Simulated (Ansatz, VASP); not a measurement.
**SrMg2Bi2: VASP beside Ansatz**

File INCAR:

```
PREC = Accurate ; ENCUT = 520
EDIFF = 1E-6 ; ISMEAR = 0
SIGMA = 0.03 ; LREAL = False
LASPH = True ; NELM = 100
ALGO = Normal ; ISIF = 2
LWAVE = False ; LCHARG = False
NBANDS = 30
```

KPOINTS

```
regular mesh
0
Gamma
  9 9 6
```

The input POSCAR:

```
SrMg2Bi2
1.0
    4.6786848044      0.0000000000      0.0000000000
   -2.3393424022      4.0518598969      0.0000000000
    0.0000000000      0.0000000000      8.5065834472
Sr Mg Bi
1 2 2
Direct
    0.0000000000      0.0000000000      0.0000000000
    0.6666666667      0.3333333333      0.3750441600
    0.3333333333      0.6666666667      0.6249558400
    0.6666666667      0.3333333333      0.7467348600
    0.3333333333      0.6666666667      0.2532651400
```

Input for Ansatz:

```yaml
crystal:
  lattice:
    - [4.6786848044, 0.0, 0.0]
    - [-2.3393424022, 4.0518598969, 0.0]
    - [0.0, 0.0, 8.5065834472]
  atoms:
    - { symbol: Sr, position: [0.0, 0.0, 0.0] }
    - { symbol: Mg, position: [0.6666666667, 0.3333333333, 0.37504416] }
    - { symbol: Mg, position: [0.3333333333, 0.6666666667, 0.62495584] }
    - { symbol: Bi, position: [0.6666666667, 0.3333333333, 0.74673486] }
    - { symbol: Bi, position: [0.3333333333, 0.6666666667, 0.25326514] }
basis:
  ecutwfc: 420
kpoints:
  mp_grid: { grid: [9, 9, 6] }
hamiltonian:
  xc: lda
scf:
  occupations: { method: gaussian, width: 0.03 }
output:
  forces: true
  stress: true
  eigenvalues: true
```

Alike in both runs: task single point; functional LDA; k mesh 9 × 9 × 6; occupations gaussian, width 0.03 eV; no spin polarisation.

|  | VASP | Ansatz |
| --- | --- | --- |
| version | VASP 6.6.1 | Ansatz 0.2.0 |
| potentials or method | VASP PAW LDA potentials, release 64 (Sr_sv, Mg, Bi_d) | scalar-relativistic, plane waves, PAW |
| plane-wave cutoff (eV) | 520 | 420 |
| valence electrons in the cell | 44 | 60 |

Ansatz gave:

* gap on the k mesh at the Fermi level (eV): 0.06
* least direct gap on the mesh (eV): 0.06
* pressure (GPa): -1.9
* largest component of the traceless stress (GPa): 3.16
* rms of the force components (eV/Å): 0.067

Question: Estimate VASP's values.

Answer: gap on the k mesh at the Fermi level (eV): 0.08; least direct gap on the mesh (eV): 0.08; pressure (GPa): -2.1; largest component of the traceless stress (GPa): 3.21; rms of the force components (eV/Å): 0.076.

Atom by atom the forces differ by 0.011 eV/Å (rms over components). The two sets of potentials don't hold the same shells in valence.

Caveats: spin-orbit coupling is left out, which as a rule narrows the gap of such compounds by several tenths of an eV.
